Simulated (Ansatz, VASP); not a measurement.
# KMgF3: VASP beside Ansatz

One calculation is typed for both programs; each brings its own data sets and cutoff. How far apart do they land? The cell is taken from a series of VASP runs on this material, whose earlier steps may have relaxed, scaled or displaced it; both programs get it as it stands.

Method: plane waves, with VASP 6.6.1 beside it; relaxation of cell and atoms at r2SCAN, in Ansatz 0.2.0.

## 1. Set-up

The structure is cubic, space group Pm-3m (No. 221). The conventional cell has a = 3.971 Å, b = 3.971 Å, c = 3.971 Å, α = 90.00°, β = 90.00°, γ = 90.00°. K has 12 F at 2.81 Å nearest. Mg has 6 F at 1.99 Å nearest. Nearest to F lie 2 Mg at 1.99 Å and 4 K at 2.81 Å. Farther neighbours and most contacts between anions are not listed.

## 2. Ansatz: relaxation of cell and atoms, r2SCAN

Ansatz runs on its default PAW (the set named soft_2) files.

The relaxed volume is the usual yardstick between codes: its relative difference is about their pressure difference at one cell divided by the bulk modulus.

input.yaml reads:

```yaml
crystal:
  lattice:
    - [3.9705072443, 0.0, 0.0]
    - [0.0, 3.9705072443, 0.0]
    - [0.0, 0.0, 3.9705072443]
  atoms:
    - { symbol: K, position: [0.5, 0.5, 0.5] }
    - { symbol: Mg, position: [0.0, 0.0, 0.0] }
    - { symbol: F, position: [0.0, 0.0, 0.5] }
    - { symbol: F, position: [0.0, 0.5, 0.0] }
    - { symbol: F, position: [0.5, 0.0, 0.0] }
hamiltonian:
  xc: r2scan
  pseudopotentials: { kind: paw }
kpoints:
  mp_grid: { grid: [6, 6, 6] }
scf:
  occupations: { method: gaussian, width: 0.03 }
relax:
  f_tol: 0.01
  max_steps: 60
  cell: { stress_tol: 0.05 }
output:
  forces: true
  stress: true
  write_density: true
  write_potential: true
  elf: true
  volumetric_format: npy
```

Started as:

```sh
> ansatz run input.yaml --threads 4 --pin off --max-ram 9216MiB --backend cpu --events-out ev --progress --plain --runs-dir out
```

Numbers of over 12 decimals in the logs are rounded to 6 here.

The program printed:

```text
Engine: ansatz 0.2.0, aarch64-unknown-linux-gnu
Pseudopotentials: kind: paw
Pseudopotential: K, paw, valence charge 9, recommended cutoff 500 eV (meta_gga), K.paw.azcp
Pseudopotential: Mg, paw, valence charge 10, recommended cutoff 500 eV (meta_gga), Mg.paw.azcp
Pseudopotential: F, paw, valence charge 7, recommended cutoff 500 eV (meta_gga), F.paw.azcp
Functional definition: r2SCAN
  parameter k0 = 0.174
  parameter k1 = 0.065
  parameter a1 = 4.9479
  exchange = r2scan_x(k0 = k0, k1 = k1, a1 = a1)
  correlation = r2scan_c
Crystal: 5 atoms, lattice volume = 62.595 Å³
Basis set: ecut = 500 eV, 1575 PW (Γ), exchange–correlation on 120×120×120 points (64 copies of the dense FFT grid, shifted against one another)
Bands: 25, of which v1, the nominal top of the filled ones, is band 20 counted from 1 (19 counted from 0)
Symmetry: 48 space group operations
Space group: Pm-3m (ITA 221), of the structure as read, at distance tolerance 4.0e-5 Å
k-points: 20 of 216
Non-local potential: K, projectors of the file, l = 0: 3, l = 1: 2, l = 2: 2
Non-local potential: Mg, projectors of the file, l = 0: 3, l = 1: 2, l = 2: 1
Non-local potential: F, projectors of the file, l = 0: 2, l = 1: 2, l = 2: 1
PAW form: soft (Blöchl's): semilocal exchange-correlation on the pseudo side does not see the compensation charge
PAW frozen core: K, regenerated for the run's functional (the file was generated under x = pbe(κ = 0.804, μ = 0.219515), c = pbe(β = 0.066725))
PAW frozen core: Mg, regenerated for the run's functional (the file was generated under x = pbe(κ = 0.804, μ = 0.219515), c = pbe(β = 0.066725))
PAW frozen core: F, regenerated for the run's functional (the file was generated under x = pbe(κ = 0.804, μ = 0.219515), c = pbe(β = 0.066725))
PAW one-centre angular grid: K, 302 points (default); XC on 160 Gauss nodes
PAW one-centre angular grid: Mg, 302 points (default); XC on 224 Gauss nodes
PAW one-centre angular grid: F, 302 points (default); XC on 160 Gauss nodes
Initial density: superposition of atomic densities (neutral atoms: chi_scale 0, normalization atom), corrected by the library's trained network
Initial wavefunctions: pseudopotential atomic-orbital guess
Functional: x = r2scan, c = r2scan; τ floored in thin density (d = 2e-4 eV/Å³)
SCF iter   1: F=—  HF=-5907.237685 eV  |F-HF|=—  |Δ(HF+E_count)|=         —  Δρ=8.08e-3  dr2=3.04e-2  dr2_τ=1.00e-1  ethr=1.77e-3  ⟨swp⟩=6.7  Hψ=2551  notcnv=0
preconditioner: auto → Resta (q_TF=auto, 2.532 Å⁻¹)  ε∞=2.6  [insulator: Δε(μ)=8.546 eV  Ē_g=20.693 eV  σ=0.030 eV  W_gap=1.00  n_scr=18 (ndim 8)  ℏωp=26.5 eV  f_vac=0.035  D(μ)=0.00/eV (n_scr^D=0)  ε∞_Penn≈2.6]
SCF iter   2: F=—  HF=-5907.338802 eV  |F-HF|=—  |Δ(HF+E_count)|=   1.01e-1  Δρ=3.69e-3  dr2=4.16e-3  dr2_τ=6.90e-4  ethr=7.60e-5  ⟨swp⟩=3.0  Hψ=1173  notcnv=0  defer=20
SCF iter   3: F=—  HF=-5907.338293 eV  |F-HF|=—  |Δ(HF+E_count)|=   5.09e-4  Δρ=1.15e-3  dr2=5.44e-4  dr2_τ=6.90e-5  ethr=1.04e-5  ⟨swp⟩=2.0  Hψ=788  notcnv=0  defer=20
SCF iter   4: F=—  HF=-5907.338165 eV  |F-HF|=—  |Δ(HF+E_count)|=   1.28e-4  Δρ=2.94e-4  dr2=2.30e-5  dr2_τ=4.64e-6  ethr=1.36e-6  ⟨swp⟩=3.0  Hψ=886  notcnv=0  defer=20
SCF iter   5: F=—  HF=-5907.338165 eV  |F-HF|=—  |Δ(HF+E_count)|=   6.06e-7  Δρ=4.69e-5  dr2=9.27e-7  dr2_τ=2.62e-7  ethr=5.76e-8  ⟨swp⟩=2.0  Hψ=694  notcnv=0  defer=20
SCF iter   6: F=-5907.338166 eV  HF=-5907.338166 eV  |F-HF|=6.82e-8  |Δ(HF+E_count)|=   5.12e-7  Δρ=1.18e-5  dr2=4.06e-8  dr2_τ=1.41e-8  ethr=2.50e-10  ⟨swp⟩=8.2  Hψ=3255  notcnv=0
SCF 1 converged in 6 iterations: F = -5907.338166 eV  dr2 = 4.06e-8
  greatest PAW one-centre occupation: 1.000 electrons in one spin orbital (limit 2), on the Mg atom at site 1 (counted from 0), in its partial waves of l = 0
relax step   1: F+E_penalty+E_count = -5907.33816581 eV  Δ(F+E_penalty+E_count) = +0.000e0 eV  max|allowed force component| = 1.075e-29 eV/Å  Δτ_max = 0.0000 Å  P = +0.621 GPa  Ω = 62.595 Å³  (6 SCF iters, dr2 threshold 1.00e-7 eV, accepted)
[...]
relax step   2: F+E_penalty+E_count = -5907.33867446 eV  Δ(F+E_penalty+E_count) = -5.086e-4 eV  max|allowed force component| = 1.772e-29 eV/Å  Δτ_max = 0.0000 Å  P = +0.340 GPa  Ω = 62.818 Å³  energy of the carried Pulay correction = -1.606e-4 eV  (4 SCF iters, dr2 threshold 5.00e-7 eV, accepted)
[...]
relax step   3: F+E_penalty+E_count = -5907.33876824 eV  Δ(F+E_penalty+E_count) = -9.379e-5 eV  max|allowed force component| = 5.062e-30 eV/Å  Δτ_max = 0.0000 Å  P = +0.003 GPa  Ω = 63.090 Å³  energy of the carried Pulay correction = -3.545e-4 eV  (4 SCF iters, dr2 threshold 2.88e-7 eV, accepted)
[...]
relax step   4: F+E_penalty+E_count = -5907.33909582 eV  Δ(F+E_penalty+E_count) = -3.276e-4 eV  max|allowed force component| = 4.750e-30 eV/Å  Δτ_max = 0.0000 Å  P = -0.004 GPa  Ω = 63.090 Å³  stress off target by 4.03e-3 GPa  SCF on the basis re-selected at this cell (its energy is not comparable with the rows above)  (5 SCF iters)
basis re-selected at this cell: Δ(F+E_penalty+E_count) = -3.276e-4 eV, ΔP = -0.008 GPa vs the last step (what re-selecting the basis moved, of the pressure what is left beyond the Pulay correction that the steps carried, after the strain that the cell walked since its last selection, with what the two solves' SCF thresholds leave and, on support functions, any second-order correction that the steps lacked; it is no m [...]
SCF converged after 5 iterations
Free energy (F): -5907.339096 eV
Harris-Foulkes:  -5907.339096 eV  (|F-HF|=7.28e-12)
Internal energy: -5907.339096 eV  (E = F + TS)
E sigma→0 (E₀):  -5907.339096 eV
Fermi energy:    6.413001 eV
--- Per-component energies (eV) ---
  E_band       = -541.869253
  E_kinetic    = 960.694343
  E_local      = -3733.612830  (includes V_loc(G=0)·N_el)
  E_nonlocal   = 326.225862
  E_hartree    = 1360.937111
  E_xc         = -402.699021
  E_vxc        = -579.970788  (∫ρ·V_xc dr)
  E_paw        = -1693.552377  (= ΣΔE_a)
  E_vpaw       = -276.859024  (= ΣTr[D̂ρ^β])
  E_aug_tail   = 0.003351  (compensation charges beyond the density's cutoff)
  E_vtau       = 39.775566  (kinetic-family band-sum trace: ∫τ·v_τ [+ j·A + Jᵃ·Aᵃ] dr)
  E_ewald      = -2725.018968
  E_core_change = -0.316568  (= ΣΔE_core)
  E_smearing   = -0.000000  (= −TS)
  E_closure    = 0.000000  (closes the sum)
  Σ components = -5907.339096   (vs F -5907.339096, Δ=0.00e0)
--- Forces (eV/Å), atoms counted from 1 ---
  atom   1  K     -0.00000000     0.00000000    -0.00000000
  atom   2  Mg    -0.00000000    -0.00000000     0.00000000
  atom   3  F     -0.00000000    -0.00000000     0.00000000
  atom   4  F      0.00000000     0.00000000     0.00000000
  atom   5  F     -0.00000000    -0.00000000    -0.00000000
  max |Σ_I F_I| component: 7.81e-30 eV/Å
--- Stress (GPa, compression-positive) ---
       -0.004026       0.000000       0.000000
        0.000000      -0.004026      -0.000000
        0.000000      -0.000000      -0.004026
  P = ⅓ Tr σ = -0.0040 GPa (-0.040 kbar)
--- Band table (eV; the first three rows and the last of 20) ---
  k-point 0: bands = [... 16 lower, 1.6260, 1.9494, 1.9494, 1.9494, 10.5621, 13.1273, 13.1273, 15.4355, ... 1 higher]
  k-point 1: bands = [... 16 lower, 1.5717, 1.6997, 1.8953, 1.8953, 11.0453, 13.3746, 13.4329, 15.5600, ... 1 higher]
  k-point 2: bands = [... 16 lower, 1.4581, 1.4581, 1.7887, 1.7887, 12.2299, 13.8986, 13.9870, 15.8465, ... 1 higher]
  k-point 19: bands = [... 16 lower, 1.1556, 2.2638, 2.2638, 2.2638, 13.6774, 13.6774, 13.6774, 17.1932, ... 1 higher]
--- Relaxed structure (3 steps of the walk, 3 accepted, 1 SCFs on fresh bases) ---
  F+E_penalty+E_count = -5907.33909582 eV   max|allowed force component| = 4.750e-30 eV/Å   (the final SCF, on the basis selected at the relaxed cell)
  cell:  # Å, volume = 63.0901 Å³
    - [3.980954, 0, 0]
    - [0, 3.980954, 0.0]
    - [0, 0.0, 3.980954]
  atoms:
    - { symbol: K, position: [0.5, 0.5, 0.5] }
    - { symbol: Mg, position: [0, 0, 0] }
    - { symbol: F, position: [0, 0, 0.5] }
    - { symbol: F, position: [0, 0.5, 0] }
    - { symbol: F, position: [0.5, 0, 0] }
```

Wall time 5 s (4 threads of Arm Neoverse V1, shared host); peak memory 0.48 GiB.

## 3. VASP: relaxation of cell and atoms, r2SCAN

The same cell, functional, mesh and smearing now go to VASP, with its own data sets and cutoff.

Lines of VASP's logs that name or quote its potential files are left out, and so is its time.

INCAR reads:

```
SYSTEM = KMgF3
PREC = Accurate
ENCUT = 560
EDIFF = 1E-07
NELM = 100
ISMEAR = 0
SIGMA = 0.03
LREAL = .FALSE.
ALGO = Normal
METAGGA = R2SCAN
LASPH = .TRUE.
NBANDS = 22
LORBIT = 11
LWAVE = .FALSE.
LCHARG = .FALSE.
KPAR = 8
IBRION = 2
NSW = 50
ISIF = 3
EDIFFG = -0.002
```

POSCAR reads:

```
KMgF3
1.0
    3.9705072443      0.0000000000      0.0000000000
    0.0000000000      3.9705072443      0.0000000000
    0.0000000000      0.0000000000      3.9705072443
K Mg F
1 1 3
Direct
    0.5000000000      0.5000000000      0.5000000000
    0.0000000000      0.0000000000      0.0000000000
    0.0000000000      0.0000000000      0.5000000000
    0.0000000000      0.5000000000      0.0000000000
    0.5000000000      0.0000000000      0.0000000000
```

KPOINTS reads:

```
Automatic mesh
0
Gamma
6 6 6
0 0 0
```

The projector-augmented-wave data sets are K_sv, Mg and F (PBE family, release 64).

Started as:

```sh
> mpirun -np 8 vasp_std
```

The program printed:

```text
[banner, memory and clock lines left out]
running    8 mpi-ranks, on    1 nodes
 distrk:  each k-point on    1 cores,    8 groups
 distr:  one band on    1 cores,    1 groups

 POSCAR found type information on POSCAR K MgF
 POSCAR found :  3 types and       5 ions
|                                                                             |
|           W    W    AA    RRRRR   N    N  II  N    N   GGGG   !!!           |
|           W    W   A  A   R    R  NN   N  II  NN   N  G    G  !!!           |
|           W    W  A    A  R    R  N N  N  II  N N  N  G       !!!           |
|           W WW W  AAAAAA  RRRRR   N  N N  II  N  N N  G  GGG   !            |
|           WW  WW  A    A  R   R   N   NN  II  N   NN  G    G                |
|           W    W  A    A  R    R  N    N  II  N    N   GGGG   !!!           |
|                                                                             |
|     For optimal performance we recommend to set                             |
|       NCORE = 2 up to number-of-cores-per-socket                            |
|     NCORE specifies how many cores store one orbital (NPAR=cpu/NCORE).      |
|     This setting can greatly improve the performance of VASP for DFT.       |
|     The default, NCORE=1 might be grossly inefficient on modern             |
|     multi-core architectures or massively parallel machines. Do your        |
|     Unfortunately you need to use the default for GW and RPA                |
|     calculations (for HF NCORE is supported but not extensively tested      |
|     yet).                                                                   |
|                                                                             |

|                                                                             |
|               ----> ADVICE to this user running VASP <----                  |
|                                                                             |
|     You enforced a specific xc type in the INCAR file but a different       |
|     [... a line on the potential file left out ...]
|     I HOPE YOU KNOW WHAT YOU ARE DOING!                                     |
|                                                                             |

 LDA part: xc-table for (None), standard interpolation
 POSCAR, INCAR and KPOINTS ok, starting setup
 FFT: planning ... GRIDC
 FFT: planning ... GRID_SOFT
 FFT: planning ... GRID
 WAVECAR not read
 entering main loop
       N       E                     dE             d eps       ncg     rms          rms(c)
DAV:   1     0.229998999563E+03    0.23000E+03   -0.18649E+04   888   0.151E+03
DAV:   2    -0.360353167769E+02   -0.26603E+03   -0.25561E+03  1138   0.394E+02
DAV:   3    -0.478957596441E+02   -0.11860E+02   -0.11803E+02  1188   0.789E+01
DAV:   4    -0.486862266687E+02   -0.79047E+00   -0.78894E+00  1432   0.117E+01
DAV:   5    -0.486891619069E+02   -0.29352E-02   -0.29352E-02  1098   0.794E-01    0.825E+00
DAV:   6    -0.374289294307E+02    0.11260E+02   -0.39698E+00  1144   0.171E+01    0.284E+00
DAV:   7    -0.374055309516E+02    0.23398E-01   -0.13694E+00  1066   0.856E+00    0.239E+00
DAV:   8    -0.374684741139E+02   -0.62943E-01   -0.59647E-01   982   0.598E+00    0.144E+00
DAV:   9    -0.374198848402E+02    0.48589E-01   -0.18550E-01  1060   0.294E+00    0.246E-01
DAV:  10    -0.374195920033E+02    0.29284E-03   -0.15145E-02  1018   0.889E-01    0.167E-01
DAV:  11    -0.374194799709E+02    0.11203E-03   -0.27691E-03  1010   0.394E-01    0.215E-02
DAV:  12    -0.374194877083E+02   -0.77374E-05   -0.13678E-04  1086   0.791E-02    0.215E-02
DAV:  13    -0.374194813880E+02    0.63203E-05   -0.28538E-05  1092   0.334E-02    0.427E-03
DAV:  14    -0.374194810536E+02    0.33438E-06   -0.11297E-06  1064   0.824E-03    0.122E-03
DAV:  15    -0.374194810075E+02    0.46161E-07   -0.84507E-08   634   0.229E-03
   1 F= -.37419481E+02 E0= -.37419481E+02  d E =-.374195E+02
 curvature:   0.00 expect dE= 0.000E+00 dE for cont linesearch  0.000E+00
 trial: gam= 0.00000 g(F)=  0.000E+00 g(S)=  0.282E-07 ort = 0.000E+00 (trialstep = 0.100E+01)
 search vector abs. value=  0.283E-07
 reached required accuracy - stopping structural energy minimisation
```

(Part 1 of 2 ends here.)

[Lines on the potential files, build, host, timing and source positions are cut from VASP's logs without a mark.]

[Logs are printed without paths, hosts, clocks, repeated set-up lines and the standing remarks that a program may print on its own settings, such as how far it seeks lower states.]

[Hosts, paths, dates, database ids (printed as entryN), source tags and the programs' standing remarks are cut or masked in the printed files.]
